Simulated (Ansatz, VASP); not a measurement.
## In2Au in two plane-wave programs

Wanted: the spread between two codes on one cell, functional and k mesh.

Method: plane waves, with VASP 6.6.1 beside it; relaxation of cell and atoms at PBEsol, in Ansatz 0.2.0.

The database entry behind the starting cell differs from later determinations by our own check (0.1 to 0.3 % short, probably kX units), so it need not match the best structure at ambient conditions.

## (1) Set-up

It takes space group Fm-3m (No. 225, cubic). Conventional cell: a = 6.549 Å, b = 6.549 Å, c = 6.549 Å, α = 90.00°, β = 90.00°, γ = 90.00°. Nearest to Au lie 8 In at 2.84 Å. In has 4 Au at 2.84 Å nearest. Farther neighbours are not listed.

## (2) VASP: relaxation of cell and atoms, PBEsol

The relaxed volume is the usual yardstick between codes: its relative difference is about their pressure difference at one cell divided by the bulk modulus.

Lines of VASP's logs that name or quote its potential files are left out, and so is its time.

Input file INCAR:

```
SYSTEM = In2Au
PREC = Accurate
ENCUT = 350
EDIFF = 1E-08
NELM = 120
ISMEAR = 1
SIGMA = 0.2
LREAL = .FALSE.
ALGO = Fast
GGA = PS
NBANDS = 14
LORBIT = 11
LWAVE = .FALSE.
LCHARG = .FALSE.
KPAR = 4
IBRION = 1
NSW = 30
ISIF = 3
EDIFFG = -0.002
POTIM = 0.4
```

Input file POSCAR:

```
In2Au
1.0
    0.0000000000      3.2746592041      3.2746592041
    3.2746592041      0.0000000000      3.2746592041
    3.2746592041      3.2746592041      0.0000000000
Au In
1 2
Direct
    0.0000000000      0.0000000000      0.0000000000
    0.7500000000      0.7500000000      0.7500000000
    0.2500000000      0.2500000000      0.2500000000
```

Input file KPOINTS:

```
Automatic mesh
0
Gamma
9 9 9
0 0 0
```

Potentials, in the order of the species: Au and In (PBE family, release 64).

The run is started by

```bash
mpirun -np 4 vasp_std
```

Numbers of over 12 decimals in the logs are rounded to 6 here.

The log of the run:

```text
[banner, memory and clock lines left out]
running    4 mpi-ranks, on    1 nodes
 distrk:  each k-point on    1 cores,    4 groups
 distr:  one band on    1 cores,    1 groups

 POSCAR found type information on POSCAR AuIn
 POSCAR found :  2 types and       3 ions
|                                                                             |
|               ----> ADVICE to this user running VASP <----                  |
|                                                                             |
|     You enforced a specific xc type in the INCAR file but a different       |
|     [... a line on the potential file left out ...]
|     I HOPE YOU KNOW WHAT YOU ARE DOING!                                     |
|                                                                             |

 LDA part: xc-table for (Slater+PW92), standard interpolation
 POSCAR, INCAR and KPOINTS ok, starting setup
 FFT: planning ... GRIDC
 FFT: planning ... GRID_SOFT
 FFT: planning ... GRID
 WAVECAR not read
 entering main loop
       N       E                     dE             d eps       ncg     rms          rms(c)
DAV:   1     0.540240339461E+02    0.54024E+02   -0.51622E+03   996   0.693E+02
DAV:   2    -0.970719633266E+01   -0.63731E+02   -0.59281E+02  1190   0.151E+02
DAV:   3    -0.114238043629E+02   -0.17166E+01   -0.16854E+01  1228   0.255E+01
DAV:   4    -0.114349884819E+02   -0.11184E-01   -0.11175E-01  1142   0.223E+00
DAV:   5    -0.114351166019E+02   -0.12812E-03   -0.12812E-03  1204   0.242E-01    0.799E+00
RMM:   6    -0.107660179374E+02    0.66910E+00   -0.27015E+00   980   0.112E+01    0.448E+00
RMM:   7    -0.106993153521E+02    0.66703E-01   -0.10795E-01   980   0.215E+00    0.250E+00
RMM:   8    -0.106689740648E+02    0.30341E-01   -0.40553E-02   980   0.115E+00    0.275E-01
RMM:   9    -0.106682399575E+02    0.73411E-03   -0.90382E-03   980   0.634E-01    0.302E-01
RMM:  10    -0.106684248707E+02   -0.18491E-03   -0.12952E-03   987   0.214E-01    0.202E-01
RMM:  11    -0.106685365402E+02   -0.11167E-03   -0.47642E-04   981   0.129E-01    0.599E-02
RMM:  12    -0.106684858595E+02    0.50681E-04   -0.21791E-04   980   0.978E-02    0.201E-02
RMM:  13    -0.106684865981E+02   -0.73859E-06   -0.28439E-05   997   0.324E-02    0.692E-03
RMM:  14    -0.106684871680E+02   -0.56984E-06   -0.40572E-06   993   0.129E-02    0.558E-03
RMM:  15    -0.106684872231E+02   -0.55113E-07   -0.84753E-07   978   0.557E-03    0.430E-03
RMM:  16    -0.106684869883E+02    0.23473E-06   -0.18763E-07   921   0.275E-03    0.150E-03
RMM:  17    -0.106684870348E+02   -0.46435E-07   -0.43424E-08   764   0.137E-03    0.399E-04
RMM:  18    -0.106684870365E+02   -0.17192E-08   -0.11931E-08   660   0.695E-04
   1 F= -.10668487E+02 E0= -.10667121E+02  d E =-.106685E+02
 BRION: g(F)=  0.191E-46 g(S)=  0.393E-03
 bond charge predicted
       N       E                     dE             d eps       ncg     rms          rms(c)
DAV:   1    -0.106714268942E+02   -0.29399E-02   -0.36891E-02  1082   0.191E+00    0.360E-01
RMM:   2    -0.106687303376E+02    0.26966E-02   -0.92171E-03   980   0.680E-01    0.116E-01
RMM:   3    -0.106686769930E+02    0.53345E-04   -0.29911E-04   980   0.112E-01    0.660E-02
RMM:   4    -0.106686583054E+02    0.18688E-04   -0.92312E-05   980   0.545E-02    0.111E-02
RMM:   5    -0.106686585765E+02   -0.27111E-06   -0.16238E-05   980   0.238E-02    0.118E-02
RMM:   6    -0.106686585019E+02    0.74550E-07   -0.33231E-06   994   0.132E-02    0.257E-03
RMM:   7    -0.106686585483E+02   -0.46343E-07   -0.64211E-07   976   0.475E-03    0.183E-03
RMM:   8    -0.106686584505E+02    0.97810E-07   -0.97318E-08   953   0.234E-03    0.617E-04
RMM:   9    -0.106686585020E+02   -0.51576E-07   -0.27311E-08   719   0.101E-03    0.457E-04
RMM:  10    -0.106686584847E+02    0.17307E-07   -0.44607E-09   541   0.453E-04    0.204E-04
RMM:  11    -0.106686584752E+02    0.95099E-08   -0.11605E-09   474   0.246E-04
   2 F= -.10668658E+02 E0= -.10667236E+02  d E =-.171439E-03
 BRION: g(F)=  0.253E-45 g(S)=  0.134E-04 retain N=  1 mean eig= 0.84
 eig:   0.844
 bond charge predicted
       N       E                     dE             d eps       ncg     rms          rms(c)
DAV:   1    -0.106687314658E+02   -0.72981E-04   -0.89614E-04  1190   0.298E-01    0.566E-02
RMM:   2    -0.106686657827E+02    0.65683E-04   -0.22107E-04   980   0.105E-01    0.184E-02
RMM:   3    -0.106686638922E+02    0.18905E-05   -0.71499E-06   980   0.173E-02    0.106E-02
RMM:   4    -0.106686625087E+02    0.13835E-05   -0.22342E-06   980   0.852E-03    0.176E-03
RMM:   5    -0.106686626009E+02   -0.92222E-07   -0.37789E-07   976   0.362E-03    0.179E-03
RMM:   6    -0.106686625883E+02    0.12571E-07   -0.77985E-08   961   0.200E-03    0.420E-04
RMM:   7    -0.106686625843E+02    0.39809E-08   -0.14568E-08   672   0.734E-04
   3 F= -.10668663E+02 E0= -.10667249E+02  d E =-.410912E-05
 BRION: g(F)=  0.243E-46 g(S)=  0.178E-07 retain N=  1 mean eig= 0.81
 eig:   0.815
 reached required accuracy - stopping structural energy minimisation
```

OUTCAR, selected parts (step 2):

```text
ion  position               nearest neighbor table
   1  0.000  0.000  0.000-   2 2.84   2 2.84   2 2.84   3 2.84   3 2.84   3 2.84   3 2.84   2 2.84

  LATTYP: Found a face centered cubic cell.
 ALAT       =     6.5493184082

 Subroutine GETGRP returns: Found 48 space group operations
 (whereof 48 operations were pure point group operations)

The static configuration has the point symmetry O_h .

 Found     35 irreducible k-points:

   k-points           NKPTS =     35   k-points in BZ     NKDIM =     35   number of bands    NBANDS=     14

   dimension x,y,z NGX =    28 NGY =   28 NGZ =   28
   dimension x,y,z NGXF=    56 NGYF=   56 NGZF=   56

   ENCUT  =  350.0 eV  25.72 Ry    5.07 a.u.   7.06  7.06  7.06*2*pi/ulx,y,z

   NELECT =      17.0000    total number of electrons

 k-points in reciprocal lattice and weights: Automatic mesh
   0.00000000  0.00000000  0.00000000       0.001
   0.11111111  0.00000000  0.00000000       0.011
   0.22222222  0.00000000  0.00000000       0.011
   0.33333333  0.00000000  0.00000000       0.011
   0.44444444  0.00000000  0.00000000       0.011
   0.11111111  0.11111111  0.00000000       0.008
   0.22222222  0.11111111  0.00000000       0.033
   0.33333333  0.11111111  0.00000000       0.033
   0.44444444  0.11111111  0.00000000       0.033
[...]
-0.33333333  0.44444444  0.11111111       0.033
  -0.33333333  0.44444444  0.22222222       0.033

 average (electrostatic) potential at core
       1 -68.3950       2 -36.4386       3 -36.4386

 E-fermi :   5.9845

 k-point     1 :       0.0000    0.0000    0.0000
  band No.  band energies     occupation
    ...
      2       0.2859      2.00000
      3       0.2859      2.00000
      4       0.2859      2.00000
      5       1.1161      2.00000
      6       1.1161      2.00000
      7       6.1638     -0.02163
      8       8.9359     -0.00000
      9       8.9359     -0.00000
     10       8.9359     -0.00000
     11       9.5796     -0.00000
    ...

 k-point     2 :       0.1111    0.0000    0.0000
  band No.  band energies     occupation
    ...
      3       0.3236      2.00000
      4       0.3236      2.00000
      5       1.1017      2.00000
      6       1.1017      2.00000
      7       5.8540      1.88432
      8       7.5208     -0.00000
      9       8.3601     -0.00000
     10       8.3601     -0.00000
     11       9.6250     -0.00000
     12       9.9986      0.00000
    ...

 k-point     3 :       0.2222    0.0000    0.0000
  band No.  band energies     occupation
    ...
      3       0.4135      2.00000
      4       0.4135      2.00000
      5       1.0764      2.00000
      6       1.0764      2.00000
      7       4.3118      2.00000
      8       7.1777     -0.00000
      9       7.6441     -0.00000
     10       7.6441     -0.00000
     11       9.5740     -0.00000
     12       9.9829     -0.00000
    ...

  Total       -0.0006791     -0.0006791     -0.0006791      0.0000000     -0.0000000      0.0000000
  in kB       -0.0155425     -0.0155425     -0.0155425      0.0000000     -0.0000000      0.0000000
  external PRESSURE =      -0.0155425 kB  Pullay stress =       0.0000000 kB

  energy-cutoff  :      350.00
  volume of cell :       70.00
      direct lattice vectors                 reciprocal lattice vectors
    -0.000000000  3.271069870  3.271069870    -0.152855188  0.152855188  0.152855188
     3.271069870  0.000000000  3.271069870     0.152855188 -0.152855188  0.152855188
     3.271069870  3.271069870 -0.000000000     0.152855188  0.152855188 -0.152855188

 POSITION                                       TOTAL-FORCE (eV/Angst)
 -----------------------------------------------------------------------------------
      0.00000      0.00000     -0.00000        -0.000000     -0.000000     -0.000000
      4.90660      4.90660      4.90660         0.000000     -0.000000      0.000000
      1.63553      1.63553      1.63553        -0.000000      0.000000     -0.000000
 -----------------------------------------------------------------------------------
    total drift:                               -0.000000     -0.000000      0.000000

  FREE ENERGIE OF THE ION-ELECTRON SYSTEM (eV)
  ---------------------------------------------------
  free  energy   TOTEN  =       -10.6686625843 eV

  energy  without entropy=      -10.6644211593  energy(sigma->0) =      -10.66724878

 reached required accuracy - stopping structural energy minimisation

 total charge
# of ion       s       p       d       tot
------------------------------------------
    1        0.682   0.439   8.644   9.765
    2        1.254   1.221   0.171   2.646
    3        1.254   1.221   0.171   2.646
--------------------------------------------------
tot          3.191   2.880   8.987  15.057

[... 3 further parts left out ...]
```

CONTCAR:

```
In2Au
   1.00000000000000
    -0.0000000000000000    3.2710698699473855    3.2710698699473855
     3.2710698699473855    0.0000000000000000    3.2710698699473855
     3.2710698699473855    3.2710698699473855   -0.0000000000000000
  Au              In
     1     2
Direct
    -0.0000000000000000   -0.0000000000000000    0.0000000000000000
     0.7500000000000000    0.7500000000000000    0.7500000000000000
     0.2500000000000000    0.2500000000000000    0.2500000000000000
```

This run has no spin polarisation. Its electron count is odd, so without a moment it is a metal by construction. The PAW data sets were made with PBE, which is usual practice but a small mismatch for other functionals. The data set In keeps the semicore shell frozen, which is cheaper and a little less accurate. The run keeps the 48 symmetry operations of its start, so it cannot find a distortion of lower symmetry.

## (3) Ansatz: relaxation of cell and atoms, PBEsol

Ansatz runs on its default PAW (the set named soft_2) files.

The same cell, functional, mesh and smearing now go to Ansatz, which takes its cutoff from its data sets.

Input file input.yaml:

```yaml
crystal:
  lattice:
    - [0.0, 3.2746592041, 3.2746592041]
    - [3.2746592041, 0.0, 3.2746592041]
    - [3.2746592041, 3.2746592041, 0.0]
  atoms:
    - { symbol: Au, position: [0.0, 0.0, 0.0] }
    - { symbol: In, position: [0.75, 0.75, 0.75] }
    - { symbol: In, position: [0.25, 0.25, 0.25] }
hamiltonian:
  xc: pbesol
  pseudopotentials: { kind: paw }
kpoints:
  mp_grid: { grid: [9, 9, 9] }
scf:
  occupations: { method: methfessel_paxton, width: 0.2 }
relax:
  f_tol: 0.01
  max_steps: 60
  cell: { stress_tol: 0.05 }
output:
  forces: true
  stress: true
```

The run is started by

```bash
ansatz run input.yaml --threads 4 --pin off --max-ram 9216MiB --backend cpu --events-out ev --progress --plain --runs-dir out
```

The log of the run:

```text
Engine: ansatz 0.2.0, x86_64-unknown-linux-gnu
Pseudopotentials: kind: paw
Pseudopotential: Au, paw, valence charge 19, recommended cutoff 420 eV (normal), Au.paw.azcp
Pseudopotential: In, paw, valence charge 13, recommended cutoff 420 eV (normal), In.paw.azcp
Functional definition: PBEsol
  exchange = pbesol_x
  correlation = pbesol_c
Crystal: 3 atoms, lattice volume = 70.231 Å³
Basis set: ecut = 420 eV, 1363 PW (Γ), exchange–correlation on 64×64×64 points (8 copies of the dense FFT grid, shifted against one another)
Bands: 27, of which v1, the nominal top of the filled ones, is band 23 counted from 1 (22 counted from 0)
Symmetry: 48 space group operations
Space group: Fm-3m (ITA 225), of the structure as read, at distance tolerance 4.1e-5 Å
k-points: 35 of 729
Non-local potential: Au, projectors of the file, l = 0: 3, l = 1: 2, l = 2: 2, l = 3: 1
Non-local potential: In, projectors of the file, l = 0: 2, l = 1: 2, l = 2: 2, l = 3: 2
PAW form: soft (Blöchl's): semilocal exchange-correlation on the pseudo side does not see the compensation charge
PAW frozen core: Au, regenerated for the run's functional, and the local potential with it (the file was generated under x = pbe(κ = 0.804, μ = 0.219515), c = pbe(β = 0.066725))
PAW frozen core: In, regenerated for the run's functional, and the local potential with it (the file was generated under x = pbe(κ = 0.804, μ = 0.219515), c = pbe(β = 0.066725))
PAW one-centre angular grid: Au, 590 points (default); XC on 64 Gauss nodes
PAW one-centre angular grid: In, 590 points (default); XC on 64 Gauss nodes
Initial density: superposition of atomic densities (neutral atoms: chi_scale 0, normalization atom), corrected by the library's trained network
Initial wavefunctions: pseudopotential atomic-orbital guess
Functional: x = pbesol(κ = 0.804, μ = 0.123457), c = pbesol(β = 0.046)
SCF iter   1: F=—  HF=-24058.670891 eV  |F-HF|=—  |Δ(HF+E_count)|=         —  Δρ=4.09e-3  dr2=9.99e-3  ethr=1.77e-3  ⟨swp⟩=5.4  Hψ=3664  notcnv=0
preconditioner: auto → LDOS  [metal: Δε(μ)=0.089 eV  Ē_g=13.689 eV  σ=0.200 eV  W_gap=0.36  n_scr=14 (ndim 8)  ℏωp=27.0 eV  f_vac=0.047  D(μ)=1.28/eV (n_scr^D=8)  β→1.0]
SCF iter   2: F=—  HF=-24058.671481 eV  |F-HF|=—  |Δ(HF+E_count)|=   5.90e-4  S|Δr|=    0.00e0  Δρ=3.13e-3  dr2=5.88e-3  ethr=2.22e-5  ⟨swp⟩=2.0  Hψ=1869  notcnv=0
SCF iter   3: F=—  HF=-24058.669202 eV  |F-HF|=—  |Δ(HF+E_count)|=   2.28e-3  S|Δr|=    0.00e0  Δρ=4.18e-4  dr2=1.27e-4  ethr=1.31e-5  ⟨swp⟩=2.0  Hψ=1568  notcnv=0
SCF iter   4: F=—  HF=-24058.669191 eV  |F-HF|=—  |Δ(HF+E_count)|=   1.07e-5  S|Δr|=    0.00e0  Δρ=1.00e-4  dr2=6.73e-6  ethr=2.83e-7  ⟨swp⟩=2.0  Hψ=1214  notcnv=0
SCF iter   5: F=—  HF=-24058.669202 eV  |F-HF|=—  |Δ(HF+E_count)|=   1.07e-5  S|Δr|=    0.00e0  Δρ=2.77e-5  dr2=4.53e-7  ethr=1.50e-8  ⟨swp⟩=2.0  Hψ=1571  notcnv=0
SCF iter   6: F=-24058.669202 eV  HF=-24058.669202 eV  |F-HF|=7.97e-10  |Δ(HF+E_count)|=   3.65e-9  S|Δr|=    0.00e0  Δρ=4.64e-6  dr2=1.24e-8  ethr=2.22e-10  ⟨swp⟩=4.1  Hψ=3283  notcnv=0
SCF 1 converged in 6 iterations: F = -24058.669202 eV  dr2 = 1.24e-8
  greatest PAW one-centre occupation: 1.001 electrons in one spin orbital (limit 2), on the Au atom at site 0 (counted from 0), in its partial waves of l = 0
relax step   1: F+E_penalty+E_count = -24058.66920220 eV  Δ(F+E_penalty+E_count) = +0.000e0 eV  max|allowed force component| = 3.701e-17 eV/Å  Δτ_max = 0.0000 Å  P = -0.170 GPa  Ω = 70.231 Å³  (6 SCF iters, dr2 threshold 1.00e-7 eV, accepted)
[...]
relax step   2: F+E_penalty+E_count = -24058.66934422 eV  Δ(F+E_penalty+E_count) = -1.420e-4 eV  max|allowed force component| = 1.380e-16 eV/Å  Δτ_max = 0.0000 Å  P = +0.113 GPa  Ω = 69.939 Å³  energy of the carried Pulay correction = +8.874e-5 eV  (5 SCF iters, dr2 threshold 7.26e-8 eV, accepted)
[...]
relax step   3: F+E_penalty+E_count = -24058.66934965 eV  Δ(F+E_penalty+E_count) = -5.430e-6 eV  max|allowed force component| = 7.710e-17 eV/Å  Δτ_max = 0.0000 Å  P = -0.001 GPa  Ω = 70.055 Å³  energy of the carried Pulay correction = +5.337e-5 eV  (4 SCF iters, dr2 threshold 3.20e-8 eV, accepted)
[...]
relax step   4: F+E_penalty+E_count = -24058.66930872 eV  Δ(F+E_penalty+E_count) = +4.094e-5 eV  max|allowed force component| = 8.558e-17 eV/Å  Δτ_max = 0.0000 Å  P = -0.000 GPa  Ω = 70.055 Å³  stress off target by 3.44e-4 GPa  SCF on the basis re-selected at this cell (its energy is not comparable with the rows above)  (5 SCF iters)
basis re-selected at this cell: Δ(F+E_penalty+E_count) = +4.094e-5 eV, ΔP = +0.000 GPa vs the last step (what re-selecting the basis moved, of the pressure what is left beyond the Pulay correction that the steps carried, after the strain that the cell walked since its last selection, with what the two solves' SCF thresholds leave and, on support functions, any second-order correction that the steps lacked; it is no m [...]
SCF converged after 5 iterations
Stability not checked: this state was not tested for a lower state beside it, because cold or Methfessel-Paxton smearing, or corrected tetrahedra, fill the levels in a way that the test cannot read (fill_not_monotonic; see scf.lower_state_search)
Free energy (F): -24058.669309 eV
Harris-Foulkes:  -24058.669309 eV  (|F-HF|=3.64e-12)
Internal energy: -24058.665743 eV  (E = F + TS)
E sigma→0 (E₀):  -24058.668417 eV
Entropy (-TS):   -0.003565 eV (-1.188 meV/atom)
Fermi energy:    12.578510 eV
--- Per-component energies (eV) ---
  E_band       = -368.141108
  E_kinetic    = 1091.015983
  E_local      = -4715.776384  (includes V_loc(G=0)·N_el)
  E_nonlocal   = 810.907101
  E_hartree    = 1944.106336
  E_xc         = -655.157170
  E_vxc        = -476.476286  (∫ρ·V_xc dr)
  E_paw        = -17731.478830  (= ΣΔE_a)
  E_vpaw       = -966.025523  (= ΣTr[D̂ρ^β])
  E_aug_tail   = 0.001431  (compensation charges beyond the density's cutoff)
  E_ewald      = -4803.065494
  E_core_change = 0.781284  (= ΣΔE_core)
  E_smearing   = -0.003565  (= −TS)
  E_closure    = 0.000000  (closes the sum)
  Σ components = -24058.669309   (vs F -24058.669309, Δ=0.00e0)
--- Forces (eV/Å), atoms counted from 1 ---
  atom   1  Au    -0.00000000     0.00000000    -0.00000000
  atom   2  In    -0.00000000    -0.00000000    -0.00000000
  atom   3  In     0.00000000     0.00000000     0.00000000
  max |Σ_I F_I| component: 3.01e-17 eV/Å
--- Stress (GPa, compression-positive) ---
       -0.000344       0.000000       0.000000
        0.000000      -0.000344       0.000000
        0.000000       0.000000      -0.000344
  P = ⅓ Tr σ = -0.0003 GPa (-0.003 kbar)
--- Relaxed structure (3 steps of the walk, 3 accepted, 1 SCFs on fresh bases) ---
  F+E_penalty+E_count = -24058.66930872 eV   max|allowed force component| = 8.558e-17 eV/Å   (the final SCF, on the basis selected at the relaxed cell)
  cell:  # Å, volume = 70.0552 Å³
    - [0, 3.271926, 3.271926]
    - [3.271926, 0, 3.271926]
    - [3.271926, 3.271926, 0]
  atoms:
    - { symbol: Au, position: [0, 0, 0] }
    - { symbol: In, position: [0.75, 0.75, 0.75] }
    - { symbol: In, position: [0.25, 0.25, 0.25] }
```

The job ended after 4 s (4 threads of AMD EPYC 7R13 (Zen 3), shared host; peak memory 0.48 GiB; 11 s of CPU time).

## (4) Comparison

Known differences besides the potentials themselves: both relaxations stop at a tolerance, which leaves soft axes loose, and VASP keeps its plane-wave basis; the data sets hold 45 valence electrons in Ansatz (default PAW (the set named soft_2) files) and 17 in VASP; the cutoff is 420 eV in Ansatz and 350 eV in VASP; Ansatz makes its cores anew for this functional, VASP keeps those of its PBE data sets; VASP leaves aspherical gradient terms in its spheres out (LASPH is not set), Ansatz keeps them; Ansatz adds a Pulay correction to the stress that steers its cell, VASP none. Total energies have different zeros and are not compared.

Both answers:

```
                                         quantity  Ansatz   VASP  difference
                                      volume (Å³)   70.06  70.00     +0.08 %
edge a after relaxation, in the typed setting (Å)   4.627  4.626     +0.03 %
```

The walks stopped with 0.00 GPa left in Ansatz and 0.00 GPa in VASP; each walk ends within a tolerance, so the volume difference is uncertain by about these residues over the bulk modulus, most in soft cells.

## (5) What came out

```yaml
difference_in_volume_relaxation_of_cell_and_atoms_pbesol: 0.078 %
```

What this shows: The difference in volume is 0.078 % (relaxation of cell and atoms, PBEsol), within the 1.2 % picked in this series as the mark of a large difference, as far as the stopping tolerances let one tell. How closely two codes agree says nothing of how well the functional describes the real material.

[Lines on the potential files, build, host, timing and source positions are cut from VASP's logs without a mark.]

[Logs are printed without paths, hosts, clocks, repeated set-up lines and the standing remarks that a program may print on its own settings, such as how far it seeks lower states.]

[Hosts, paths, dates, database ids (printed as entryN), source tags and the programs' standing remarks are cut or masked in the printed files.]
